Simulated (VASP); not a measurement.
```xyz
4
Lattice="4.8927 0.0000 0.0000 0.0000 4.8927 0.0000 0.0000 0.0000 4.8927" Properties=species:S:1:pos:R:3 pbc="T T T"
Tl     0.0000     2.4464     2.4464
Tl     2.4464     0.0000     2.4464
Tl     2.4464     2.4464     0.0000
Bi     0.0000     0.0000     0.0000
```

All values below come from PBEsol GGA, VASP's PBE PAW potentials (set 64) (plane waves; VASP 6.6.1). Settings: 400 eV cut-off, 7×7×7 Γ-centred mesh, tetrahedra with Blöchl corrections, potentials Tl_d Bi_d.

The cores are frozen, which limits the accuracy of field gradients.

Give the principal components of the electric field gradient (V/Å²) and the asymmetry η at each nucleus.

| atom | Vxx | Vyy | Vzz | η |
|---|---|---|---|---|
| Tl1 | -34.0 | -34.0 | 67.9 | 0.00 |
| Tl2 | -34.0 | -34.0 | 67.9 | 0.00 |
| Tl3 | -34.0 | -34.0 | 67.9 | 0.00 |
| Bi4 | 0.0 | 0.0 | 0.0 | - |

The structure comes from a computed database's Tl3Bi entry (Pm-3m); how it stands against other phases isn't given here. It was relaxed first, which changed the volume by -5 %.
